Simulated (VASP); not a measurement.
Data:

```
CELL_PARAMETERS angstrom
      6.46587     0.00000     0.00000
     -3.23293     5.59961     0.00000
      0.00000     0.00000     3.97427
ATOMIC_POSITIONS crystal
  Tl 0.50000 0.00000 0.00000
  Tl 0.50000 0.50000 0.00000
  Tl 0.00000 0.50000 0.00000
  Pt 0.00000 0.00000 0.00000
  Pt 0.33333 0.66667 0.50000
  Pt 0.66667 0.33333 0.50000
```

Method: r2SCAN meta-GGA, VASP's PBE PAW potentials (set 64) (plane waves; VASP 6.6.1). Settings: 400 eV cut-off, 6×6×9 Γ-centred mesh, tetrahedra with Blöchl corrections, potentials Tl_d Pt.

Give the energies of bands 27 to 40 at the high-symmetry points, in eV from the Fermi level.

| band | Γ | M | K | A | L | H |
|---|---|---|---|---|---|---|
| 27 | -1.96 | -2.10 | -2.12 | -2.34 | -2.08 | -2.04 |
| 28 | -1.96 | -2.05 | -2.08 | -2.29 | -1.97 | -2.04 |
| 29 | -1.51 | -1.79 | -1.62 | -1.22 | -1.82 | -2.01 |
| 30 | -1.32 | -1.59 | -1.62 | -1.22 | -1.74 | -1.73 |
| 31 | -0.88 | -1.32 | -1.35 | -1.11 | -1.56 | -1.39 |
| 32 | -0.88 | -0.96 | -0.92 | -1.11 | -1.47 | -1.39 |
| 33 | -0.57 | -0.90 | -0.92 | -0.57 | -0.92 | -0.83 |
| 34 | -0.57 | -0.89 | -0.22 | 1.04 | -0.80 | -0.83 |
| 35 | -0.28 | 0.87 | 0.28 | 1.04 | 0.19 | -0.05 |
| 36 | -0.28 | 1.73 | 0.28 | 1.13 | 0.66 | 0.10 |
| 37 | -0.26 | 3.03 | 4.30 | 1.13 | 1.09 | 1.04 |
| 38 | 1.54 | 3.29 | 4.30 | 1.17 | 2.71 | 3.33 |
| 39 | 5.82 | 3.51 | 4.53 | 1.17 | 2.86 | 3.33 |
| 40 | 7.00 | 5.03 | 5.01 | 1.21 | 3.72 | 4.75 |

It has no gap at this level: it comes out as a metal or semimetal.

The structure comes from a measured TlPt entry (P6/mmm) of the Crystallography Open Database, whose conditions weren't checked. It was relaxed first, which changed the volume by +14 %. The electron count is odd and the run is not spin-polarised, which forces a metal.
